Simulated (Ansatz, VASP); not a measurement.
**Cross-check of GaSb between VASP and Ansatz**

One calculation is typed for both programs; each brings its own data sets. How far apart do they land? The cell is taken from a series of runs on this material, whose earlier steps may have relaxed, scaled, displaced or heated it; both programs get it as it stands.

Program: Ansatz 0.2.0. Level of theory: plane waves, with VASP 6.6.1 beside it; relaxation of cell and atoms at BLYP with D3(BJ). Results are calculated unless marked as measured.

## (1) The starting structure

It takes space group F-43m (No. 216, cubic). The conventional cell has a = 6.137 Å, b = 6.137 Å, c = 6.137 Å, α = 90.00°, β = 90.00°, γ = 90.00°. Ga has 4 Sb at 2.66 Å nearest. Sb has 4 Ga at 2.66 Å nearest. Farther neighbours are not listed.

Coordinates:

```xyz
2
Lattice="0.0000 3.0686 3.0686 3.0686 0.0000 3.0686 3.0686 3.0686 0.0000" Properties=species:S:1:pos:R:3 pbc="T T T"
Ga    0.0000    0.0000    0.0000
Sb    4.6029    4.6029    4.6029
```

## (2) VASP: relaxation of cell and atoms, BLYP with D3(BJ)

The relaxed volume is the usual yardstick between codes: in a stiff, nearly cubic crystal its relative difference is about their pressure difference at one cell divided by the bulk modulus.

Lines of VASP's logs that name or quote its potential files are left out, and so is its time.

The input, INCAR:

```
SYSTEM = GaSb
PREC = Accurate
ENCUT = 500
EDIFF = 1E-07
NELM = 120
ISMEAR = 0
SIGMA = 0.1
LREAL = .FALSE.
ALGO = Normal
GGA = B5
ALDAX = 1
AGGAX = 1
AGGAC = 1
ALDAC = 0
IVDW = 12
VDW_S6 = 1
VDW_S8 = 2.6996
VDW_A1 = 0.4298
VDW_A2 = 4.2359
NBANDS = 15
LORBIT = 11
LWAVE = .FALSE.
LCHARG = .FALSE.
ISIF = 3
IBRION = 2
NSW = 80
EDIFFG = -0.005
LASPH = .TRUE.
GGA_COMPAT = .FALSE.
NELMIN = 4
```

The input, POSCAR:

```
GaSb
1.0
    0.0000000000      3.0686040000      3.0686040000
    3.0686040000      0.0000000000      3.0686040000
    3.0686040000      3.0686040000      0.0000000000
Ga Sb
1 1
Direct
    0.0000000000      0.0000000000      0.0000000000
    0.7500000000      0.7500000000      0.7500000000
```

The input, KPOINTS:

```
Automatic mesh
0
Gamma
10 10 10
0 0 0
```

Potentials, in the order of the species: Ga_d and Sb (PBE family, release 64).

Started as:

```
$ mpirun -np 1 vasp_std
```

Numbers of over 12 decimals in the logs are rounded to 6 here.

The program printed:

```text
[banner, memory and clock lines left out]
running    1 mpi-ranks, on    1 nodes
 distrk:  each k-point on    1 cores,    1 groups
 distr:  one band on    1 cores,    1 groups

 POSCAR found type information on POSCAR GaSb
 POSCAR found :  2 types and       2 ions
|                                                                             |
|               ----> ADVICE to this user running VASP <----                  |
|                                                                             |
|     You enforced a specific xc type in the INCAR file but a different       |
|     [... a line on the potential file left out ...]
|     I HOPE YOU KNOW WHAT YOU ARE DOING!                                     |
|                                                                             |

 LDA part: xc-table for (Slater(with rela. corr.)+VWN5), standard interpolation
 POSCAR, INCAR and KPOINTS ok, starting setup
 FFT: planning ... GRIDC
 FFT: planning ... GRID_SOFT
 FFT: planning ... GRID
 WAVECAR not read
 entering main loop
       N       E                     dE             d eps       ncg     rms          rms(c)
DAV:   1     0.800909317092E+02    0.80091E+02   -0.85530E+03  1426   0.142E+03
DAV:   2     0.382705340303E-01   -0.80053E+02   -0.77210E+02  1627   0.295E+02
DAV:   3    -0.600583091395E+01   -0.60441E+01   -0.60289E+01  1676   0.667E+01
DAV:   4    -0.611513632206E+01   -0.10931E+00   -0.10929E+00  1686   0.100E+01
DAV:   5    -0.611794113342E+01   -0.28048E-02   -0.28048E-02  1923   0.143E+00    0.309E+00
DAV:   6    -0.605330803627E+01    0.64633E-01   -0.84903E-02  1895   0.446E+00    0.183E+00
DAV:   7    -0.603212416326E+01    0.21184E-01   -0.57994E-02  1627   0.185E+00    0.357E-01
DAV:   8    -0.603258923101E+01   -0.46507E-03   -0.52847E-03  1753   0.845E-01    0.959E-02
DAV:   9    -0.603286667095E+01   -0.27744E-03   -0.56339E-04  1600   0.232E-01    0.314E-02
DAV:  10    -0.603287819310E+01   -0.11522E-04   -0.26134E-05  1867   0.387E-02    0.113E-02
DAV:  11    -0.603288911701E+01   -0.10924E-04   -0.10874E-05  1529   0.299E-02    0.605E-03
DAV:  12    -0.603288927529E+01   -0.15828E-06   -0.31833E-07  1873   0.564E-03    0.101E-03
DAV:  13    -0.603288922876E+01    0.46529E-07   -0.36793E-08  1195   0.179E-03
   1 F= -.75741906E+01 E0= -.75741038E+01  d E =-.757419E+01
 curvature:   0.00 expect dE= 0.000E+00 dE for cont linesearch  0.000E+00
 trial: gam= 0.00000 g(F)=  0.601E-47 g(S)=  0.432E-04 ort = 0.000E+00 (trialstep = 0.100E+01)
 search vector abs. value=  0.432E-04
 bond charge predicted
       N       E                     dE             d eps       ncg     rms          rms(c)
DAV:   1    -0.603652469600E+01   -0.36354E-02   -0.62919E-03  1767   0.130E+00    0.126E-01
DAV:   2    -0.603614208388E+01    0.38261E-03   -0.69696E-04  1760   0.487E-01    0.575E-02
DAV:   3    -0.603604751784E+01    0.94566E-04   -0.10381E-04  1823   0.162E-01    0.131E-02
DAV:   4    -0.603603686715E+01    0.10651E-04   -0.10938E-05  1674   0.435E-02    0.440E-03
DAV:   5    -0.603603557021E+01    0.12969E-05   -0.71216E-07  1704   0.103E-02    0.121E-03
DAV:   6    -0.603603548653E+01    0.83687E-07   -0.11172E-07   936   0.561E-03
   2 F= -.75742089E+01 E0= -.75741220E+01  d E =-.182366E-04
 trial-energy change:   -0.000018  1 .order   -0.000016   -0.000043    0.000011
 step:   0.8300(harm=  0.7957)  dis= 0.00000  next Energy=    -7.574210 (dE=-0.192E-04)
 reached required accuracy - stopping structural energy minimisation
```

Parts of OUTCAR (step 2):

```text
ion  position               nearest neighbor table
   1  0.000  0.000  0.000-   2 2.66   2 2.66   2 2.66   2 2.66
   2  0.750  0.750  0.750-   1 2.66   1 2.66   1 2.66   1 2.66

  LATTYP: Found a face centered cubic cell.
 ALAT       =     6.1372080000

 Subroutine GETGRP returns: Found 24 space group operations
 (whereof 24 operations were pure point group operations)

The static configuration has the point symmetry T_d .

 Found     47 irreducible k-points:

   k-points           NKPTS =     47   k-points in BZ     NKDIM =     47   number of bands    NBANDS=     15

   dimension x,y,z NGX =    32 NGY =   32 NGZ =   32
   dimension x,y,z NGXF=    64 NGYF=   64 NGZF=   64

   ENCUT  =  500.0 eV  36.75 Ry    6.06 a.u.   7.91  7.91  7.91*2*pi/ulx,y,z

   NELECT =      18.0000    total number of electrons

 k-points in reciprocal lattice and weights: Automatic mesh
   0.00000000  0.00000000  0.00000000       0.001
   0.10000000  0.00000000  0.00000000       0.008
   0.20000000  0.00000000  0.00000000       0.008
   0.30000000  0.00000000  0.00000000       0.008
   0.40000000  0.00000000  0.00000000       0.008
   0.50000000  0.00000000  0.00000000       0.004
   0.10000000  0.10000000  0.00000000       0.006
   0.20000000  0.10000000  0.00000000       0.024
   0.30000000  0.10000000  0.00000000       0.024
[...]
-0.30000000  0.40000000  0.20000000       0.024
  -0.30000000  0.50000000  0.20000000       0.012

 Edisp (eV)   -1.54130

 average (electrostatic) potential at core
       1 -65.4145       2 -87.5728

 E-fermi :   5.2198

 k-point     1 :       0.0000    0.0000    0.0000
  band No.  band energies     occupation
    ...
      6      -6.2248      2.00000
      7       4.9925      1.99869
      8       5.1860      1.36704
      9       5.1860      1.36704
     10       5.1860      1.36704
     11       7.9932      0.00000
     12       7.9932      0.00000
     13       7.9932      0.00000
     14      11.2348      0.00000
     15      13.9094      0.00000

 k-point     2 :       0.1000    0.0000    0.0000
  band No.  band energies     occupation
    ...
      5      -9.8440      2.00000
      6      -6.1242      2.00000
      7       3.5300      2.00000
      8       5.0198      1.99532
      9       5.0198      1.99532
     10       6.0408      0.00000
     11       8.2216      0.00000
     12       8.2216      0.00000
     13       8.3816      0.00000
     14      11.7650      0.00000
    ...

 k-point     3 :       0.2000    0.0000    0.0000
  band No.  band energies     occupation
    ...
      5      -9.8442      2.00000
      6      -5.8318      2.00000
      7       1.9130      2.00000
      8       4.6750      2.00000
      9       4.6750      2.00000
     10       6.0565      0.00000
     11       8.6687      0.00000
     12       8.6687      0.00000
     13       9.6045      0.00000
     14      12.5985      0.00000
    ...

 Edisp (eV)   -1.53817

  Total      -0.00627    -0.00627    -0.00627    -0.00000     0.00000    -0.00000
  in kB      -0.17351    -0.17351    -0.17351    -0.00000     0.00000    -0.00000
  external pressure =       -0.17 kB  Pullay stress =        0.00 kB

  energy-cutoff  :      500.00
  volume of cell :       57.89
      direct lattice vectors                 reciprocal lattice vectors
    -0.000000000  3.070411541  3.070411541    -0.162844620  0.162844620  0.162844620
     3.070411541  0.000000000  3.070411541     0.162844620 -0.162844620  0.162844620
     3.070411541  3.070411541 -0.000000000     0.162844620  0.162844620 -0.162844620

 POSITION                                       TOTAL-FORCE (eV/Angst)
 -----------------------------------------------------------------------------------
      3.07041      3.07041      6.14082        -0.000000     -0.000000     -0.000000
      4.60562      4.60562      4.60562         0.000000      0.000000      0.000000
 -----------------------------------------------------------------------------------
    total drift:                               -0.000000     -0.000000     -0.000000

  FREE ENERGIE OF THE ION-ELECTRON SYSTEM (eV)
  ---------------------------------------------------
  free  energy   TOTEN  =        -7.5742088780 eV

  energy  without entropy=       -7.5740350772  energy(sigma->0) =       -7.57412198

 reached required accuracy - stopping structural energy minimisation

 total charge
# of ion       s       p       d       tot
------------------------------------------
    1        0.926   0.755   9.963  11.644
    2        1.149   1.350   0.026   2.525
--------------------------------------------------
tot          2.075   2.105   9.989  14.169

[... 3 further parts left out ...]
```

CONTCAR:

```
GaSb
   1.00000000000000
    -0.0000000000000000    3.0704115411586965    3.0704115411586965
     3.0704115411586965    0.0000000000000000    3.0704115411586965
     3.0704115411586965    3.0704115411586965   -0.0000000000000000
  Ga              Sb
     1     1
Direct
     1.0000000000000000    1.0000000000000000    0.0000000000000000
     0.7500000000000000    0.7500000000000000    0.7500000000000000
```

## (3) Ansatz: relaxation of cell and atoms, BLYP with D3(BJ)

Ansatz runs on its default PAW (the set named soft_2) files.

The same cell, functional (in two slightly different forms), mesh and smearing now go to Ansatz, which takes its cutoff from its data sets.

The input, input.yaml:

```yaml
crystal:
  lattice:
    - [0.0, 3.068604316, 3.068604316]
    - [3.068604316, 0.0, 3.068604316]
    - [3.068604316, 3.068604316, 0.0]
  atoms:
    - { symbol: Ga, position: [0.0, 0.0, 0.0] }
    - { symbol: Sb, position: [0.75, 0.75, 0.75] }
kpoints:
  mp_grid: { grid: [10, 10, 10] }
hamiltonian:
  xc: blyp
  dispersion: d3bj
scf:
  occupations: { method: gaussian, width: 0.1 }
output:
  forces: true
  stress: true
  eigenvalues: true
  write_density: true
  write_potential: true
  elf: true
  volumetric_format: npy
relax:
  adjacent_minimum: "off"
  f_tol: 0.005
  max_steps: 60
  cell: { stress_tol: 0.03 }
```

Started as:

```
$ ansatz run input.yaml --threads 4 --pin off --max-ram 8192MiB --backend cpu --events-out ev --progress --plain --runs-dir out
```

The program printed:

```text
Engine: ansatz 0.2.0, aarch64-unknown-linux-gnu
Pseudopotentials: kind: paw
Pseudopotential: Ga, paw, valence charge 13, recommended cutoff 420 eV (normal), Ga.paw.azcp
Pseudopotential: Sb, paw, valence charge 15, recommended cutoff 420 eV (normal), Sb.paw.azcp
Functional definition: BLYP
  parameter beta = 0.0042
  parameter a = 0.04918
  parameter b = 0.132
  parameter c = 0.2533
  parameter d = 0.349
  exchange = b88_x(beta = beta)
  correlation = lyp_c(a = a, b = b, c = c, d = d)
Crystal: 2 atoms, lattice volume = 57.790 Å³
Basis set: ecut = 420 eV, 1139 PW (Γ), exchange–correlation on 60×60×60 points (8 copies of the dense FFT grid, shifted against one another)
Bands: 18, of which v1, the nominal top of the filled ones, is band 14 counted from 1 (13 counted from 0)
Symmetry: 24 space group operations
Space group: F-43m (ITA 216), of the structure as read, at distance tolerance 3.9e-5 Å
k-points: 47 of 1000 (time reversal used)
Non-local potential: Ga, projectors of the file, l = 0: 2, l = 1: 2, l = 2: 3, l = 3: 1
Non-local potential: Sb, projectors of the file, l = 0: 2, l = 1: 2, l = 2: 2, l = 3: 2
PAW form: soft (Blöchl's): semilocal exchange-correlation on the pseudo side does not see the compensation charge
PAW frozen core: Ga, regenerated for the run's functional, and the local potential with it (the file was generated under x = pbe(κ = 0.804, μ = 0.219515), c = pbe(β = 0.066725))
PAW frozen core: Sb, regenerated for the run's functional, and the local potential with it (the file was generated under x = pbe(κ = 0.804, μ = 0.219515), c = pbe(β = 0.066725))
PAW one-centre angular grid: Ga, 590 points (default); XC on 64 Gauss nodes
PAW one-centre angular grid: Sb, 590 points (default); XC on 64 Gauss nodes
Initial density: superposition of atomic densities (neutral atoms: chi_scale 0, normalization atom), corrected by the library's trained network
Initial wavefunctions: pseudopotential atomic-orbital guess
Functional: x = b88, c = lyp
SCF iter   1: F=—  HF=-10296.047041 eV  |F-HF|=—  |Δ(HF+E_count)|=         —  Δρ=4.84e-3  dr2=9.54e-3  ethr=1.77e-3  ⟨swp⟩=6.0  Hψ=4282  notcnv=0
preconditioner: auto → none  [insulator: Δε(μ)=0.369 eV  Ē_g=14.687 eV  σ=0.100 eV  W_gap=0.68  n_scr=14 (ndim 8)  ℏωp=20.7 eV  f_vac=0.094  D(μ)=0.03/eV (n_scr^D=0)  ε∞_Penn≈3.0]
SCF iter   2: F=—  HF=-10296.043118 eV  |F-HF|=—  |Δ(HF+E_count)|=   3.92e-3  Δρ=2.58e-3  dr2=1.51e-3  ethr=3.41e-5  ⟨swp⟩=2.2  Hψ=1555  notcnv=0
SCF iter   3: F=—  HF=-10296.043111 eV  |F-HF|=—  |Δ(HF+E_count)|=   7.45e-6  Δρ=7.11e-4  dr2=2.98e-4  ethr=5.40e-6  ⟨swp⟩=2.0  Hψ=1262  notcnv=0
SCF iter   4: F=—  HF=-10296.042858 eV  |F-HF|=—  |Δ(HF+E_count)|=   2.53e-4  Δρ=1.73e-4  dr2=1.20e-5  ethr=1.06e-6  ⟨swp⟩=2.0  Hψ=1270  notcnv=0
SCF iter   5: F=—  HF=-10296.042861 eV  |F-HF|=—  |Δ(HF+E_count)|=   2.31e-6  Δρ=8.73e-5  dr2=2.52e-6  ethr=4.29e-8  ⟨swp⟩=2.0  Hψ=1505  notcnv=0
SCF iter   6: F=—  HF=-10296.042860 eV  |F-HF|=—  |Δ(HF+E_count)|=   5.84e-7  Δρ=2.11e-5  dr2=1.23e-7  ethr=8.99e-9  ⟨swp⟩=2.0  Hψ=1505  notcnv=0
SCF iter   7: F=-10296.042860 eV  HF=-10296.042860 eV  |F-HF|=6.95e-10  |Δ(HF+E_count)|=   2.36e-8  Δρ=2.42e-6  dr2=1.38e-9  ethr=3.57e-10  ⟨swp⟩=9.7  Hψ=6191  notcnv=0
SCF 1 converged in 7 iterations: F = -10296.042860 eV  dr2 = 1.38e-9
  greatest PAW one-centre occupation: 0.997 electrons in one spin orbital (limit 2), on the Sb atom at site 1 (counted from 0), in its partial waves of l = 2
relax step   1: F+E_penalty+E_count = -10296.04285997 eV  Δ(F+E_penalty+E_count) = +0.000e0 eV  max|allowed force component| = 1.480e-16 eV/Å  Δτ_max = 0.0000 Å  P = -0.165 GPa  Ω = 57.790 Å³  (7 SCF iters, dr2 threshold 1.00e-7 eV, accepted)
[...]
relax step   2: F+E_penalty+E_count = -10296.04299730 eV  Δ(F+E_penalty+E_count) = -1.373e-4 eV  max|allowed force component| = 5.551e-17 eV/Å  Δτ_max = 0.0000 Å  P = +0.052 GPa  Ω = 57.537 Å³  energy of the carried Pulay correction = +4.681e-5 eV  (4 SCF iters, dr2 threshold 6.81e-8 eV, accepted)
[...]
relax step   3: F+E_penalty+E_count = -10296.04299573 eV  Δ(F+E_penalty+E_count) = +1.569e-6 eV  max|allowed force component| = 6.476e-17 eV/Å  Δτ_max = 0.0000 Å  P = -0.000 GPa  Ω = 57.597 Å³  energy of the carried Pulay correction = +3.569e-5 eV  (4 SCF iters, dr2 threshold 6.64e-9 eV, accepted)
[...]
relax step   4: F+E_penalty+E_count = -10296.04295912 eV  Δ(F+E_penalty+E_count) = +3.661e-5 eV  max|allowed force component| = 4.626e-17 eV/Å  Δτ_max = 0.0000 Å  P = -0.000 GPa  Ω = 57.597 Å³  stress off target by 1.23e-4 GPa  SCF on the basis re-selected at this cell (its energy is not comparable with the rows above)  (5 SCF iters)
basis re-selected at this cell: Δ(F+E_penalty+E_count) = +3.661e-5 eV, ΔP = +0.000 GPa vs the last step (what re-selecting the basis moved, of the pressure what is left beyond the Pulay correction that the steps carried, after the strain that the cell walked since its last selection, with what the two solves' SCF thresholds leave and, on support functions, any second-order correction that the steps lacked; it is no m [...]
SCF converged after 5 iterations
Free energy (F): -10296.042959 eV
Harris-Foulkes:  -10296.042959 eV  (|F-HF|=0.00e0)
Internal energy: -10296.042785 eV  (E = F + TS)
E sigma→0 (E₀):  -10296.042872 eV
Entropy (-TS):   -0.000174 eV (-0.087 meV/atom)
Fermi energy:    8.066773 eV
--- Per-component energies (eV) ---
  E_band       = -252.217535
  E_kinetic    = 324.979291
  E_local      = -3918.456694  (includes V_loc(G=0)·N_el)
  E_nonlocal   = 779.030857
  E_hartree    = 1807.301930
  E_xc         = -205.226483
  E_vxc        = -150.605169  (∫ρ·V_xc dr)
  E_paw        = -6593.178870  (= ΣΔE_a)
  E_vpaw       = -901.769575  (= ΣTr[D̂ρ^β])
  E_aug_tail   = -0.000125  (compensation charges beyond the density's cutoff)
  E_ewald      = -2488.890087
  E_disp       = -1.547424  (pairwise vdW)
  E_core_change = -0.055181  (= ΣΔE_core)
  E_smearing   = -0.000174  (= −TS)
  E_closure    = 0.000000  (closes the sum)
  Σ components = -10296.042959   (vs F -10296.042959, Δ=0.00e0)
--- Forces (eV/Å), atoms counted from 1 ---
  atom   1  Ga    -0.00000000    -0.00000000     0.00000000
  atom   2  Sb     0.00000000    -0.00000000    -0.00000000
  max |Σ_I F_I| component: 3.70e-17 eV/Å
--- Stress (GPa, compression-positive) ---
       -0.000123      -0.000000      -0.000000
       -0.000000      -0.000123       0.000000
       -0.000000       0.000000      -0.000123
  P = ⅓ Tr σ = -0.0001 GPa (-0.001 kbar)
--- Band table (eV; the first three rows and the last of 47) ---
  k-point 0: bands = [... 10 lower, -3.4273, 7.8215, 8.0330, 8.0330, 8.0330, 10.8616, 10.8616, 10.8616]
  k-point 1: bands = [... 10 lower, -3.3264, 6.3660, 7.8671, 7.8671, 8.8838, 11.0904, 11.0904, 11.2459]
  k-point 2: bands = [... 10 lower, -3.0333, 4.7484, 7.5226, 7.5226, 8.9024, 11.5391, 11.5391, 12.4672]
  k-point 46: bands = [... 10 lower, -1.0128, 1.3412, 4.8495, 5.0518, 11.1419, 11.5531, 13.5015, 13.5225]
--- Relaxed structure (3 steps of the walk, 3 accepted, 1 SCFs on fresh bases) ---
  F+E_penalty+E_count = -10296.04295912 eV   max|allowed force component| = 4.626e-17 eV/Å   (the final SCF, on the basis selected at the relaxed cell)
  cell:  # Å, volume = 57.5968 Å³
    - [0, 3.065181, 3.065181]
    - [3.065181, 0, 3.065181]
    - [3.065181, 3.065181, 0]
  atoms:
    - { symbol: Ga, position: [0, 0, 0] }
    - { symbol: Sb, position: [0.75, 0.75, 0.75] }
```

The column dr2 measures how far the density is from self-consistency, as an energy; F and HF (Harris–Foulkes) agree once it is small.

## (4) Differences

Known differences besides the potentials themselves: the data sets hold 28 valence electrons in Ansatz (on its default PAW (the set named soft_2) files) and 18 in VASP; the cutoff is 420 eV in Ansatz and 500 eV in VASP; Ansatz makes its cores anew for this functional, VASP keeps those of its PBE data sets; VASP's log shows a relativistic correction to its local exchange, Ansatz's none; Ansatz adds a Pulay correction to the stress that steers its cell, VASP none. Total energies have different zeros and are not compared.

Compared:

```tsv
quantity	Ansatz	VASP	difference
volume (Å³)	57.60	57.89	-0.51 %
edge a after relaxation, in the typed setting (Å)	4.335	4.342	-0.17 %
```

## (5) Results

| Quantity | Value |
| --- | --- |
| difference in volume (relaxation of cell and atoms, BLYP with D3(BJ)) | -0.51 % |

What this shows: The difference in volume is -0.51 % (relaxation of cell and atoms, BLYP with D3(BJ)), within the 1.2 % picked in this series as the mark of a large difference, as far as the stopping tolerances let one tell. The data sets hold unlike numbers of valence electrons (28 in Ansatz and 18 in VASP), so part of the differences comes from the potentials. How closely two codes agree says nothing of how well the functional describes the real material.

[Lines on the potential files, build, host, timing and source positions are cut from VASP's logs without a mark.]

[Logs are printed without paths, hosts, clocks, repeated set-up lines and the standing remarks that a program may print on its own settings, such as how far it seeks lower states.]

[Hosts, paths, dates, database ids (printed as entryN), source tags and the programs' standing remarks are cut or masked in the printed files.]
